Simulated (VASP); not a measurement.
Calculation: TPSS meta-GGA, VASP's PBE PAW potentials (set 64) (plane waves; VASP).

VASP input:

POSCAR:
```
GaN
4.6185650
  0.0000000000   0.4999999836   0.4999999836
  0.4999999836   0.0000000000   0.4999999836
  0.4999999836   0.4999999836   0.0000000000
Ga N
1 1
Direct
  0.0000000000   0.0000000000   0.0000000000
  0.2500000000   0.2500000000   0.2500000000
```

KPOINTS:
```
Automatic mesh
0
Gamma
10 10 10
0 0 0
```

**INCAR**
```
ALGO=Normal
EDIFF=1E-7
ENCUT=520
ISIF=2
ISMEAR=0
LASPH=.TRUE.
LCHARG=.FALSE.
LMAXMIX=4
LMIXTAU=.TRUE.
LREAL=.FALSE.
LWAVE=.FALSE.
METAGGA=TPSS
NELM=100
PREC=Accurate
SIGMA=0.05
SYSTEM=GaN
```

POTCAR, in this order: Ga_d N (PBE.64 set). Program: vasp_std.

Predict the energy per atom (σ→0), pressure, band gap (on the k-mesh).

```
Item                                Value
------------------------  ---------------
energy per atom (σ→0)     -10.984 eV/atom
band gap (on the k-mesh)          1.20 eV
pressure                        -9.40 GPa
```

### OSZICAR
```
...
DAV:  47    -0.219686410700E+02   -0.79187E-04   -0.12431E-05  1422   0.287E-02    0.231E-02
DAV:  48    -0.219686938180E+02   -0.52748E-04   -0.10912E-05  1307   0.269E-02    0.142E-02
DAV:  49    -0.219687165894E+02   -0.22771E-04   -0.63916E-06  1427   0.208E-02    0.764E-03
DAV:  50    -0.219687239388E+02   -0.73494E-05   -0.33655E-06  1322   0.148E-02    0.310E-03
DAV:  51    -0.219687247956E+02   -0.85682E-06   -0.41995E-07  1397   0.576E-03    0.145E-03
DAV:  52    -0.219687250845E+02   -0.28885E-06   -0.14830E-07  1337   0.315E-03    0.558E-04
DAV:  53    -0.219687251116E+02   -0.27173E-07   -0.23186E-08   931   0.156E-03
   1 F= -.21968725E+02 E0= -.21968725E+02  d E =-.216581E-16
```

The compound is GaN in the zinc blende structure, a metastable form; wurtzite is the usual one. This cell is one point of a volume scan, at 1.06 of the reference volume.
